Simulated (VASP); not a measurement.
Here is the system:

```
CELL_PARAMETERS angstrom
      3.83589     0.00000     0.00000
      0.00000     3.83589     0.00000
      0.00000     0.00000     5.39315
ATOMIC_POSITIONS crystal
  Al 0.50000 0.50000 0.50000
  Ga 0.00000 0.00000 0.00000
  P  0.00000 0.50000 0.24960
  P  0.50000 0.00000 0.75040
```

Level of theory: LDA (Ceperley-Alder, Perdew-Zunger), VASP's LDA PAW potentials (set 64) (plane waves; VASP). Settings: 400 eV cut-off, 10×10×8 Γ-centred mesh, Gaussian smearing of 0.010 eV, potentials Al Ga_d P.

### Question
Predict the energy per atom (σ→0).

### Answer

| Item | Result |
|---|---|
| energy per atom (σ→0) | -5.462 eV/atom |

The structure comes from a computed database's AlGaP2 entry (P-4m2); how it stands against other phases isn't given here. It was relaxed first.
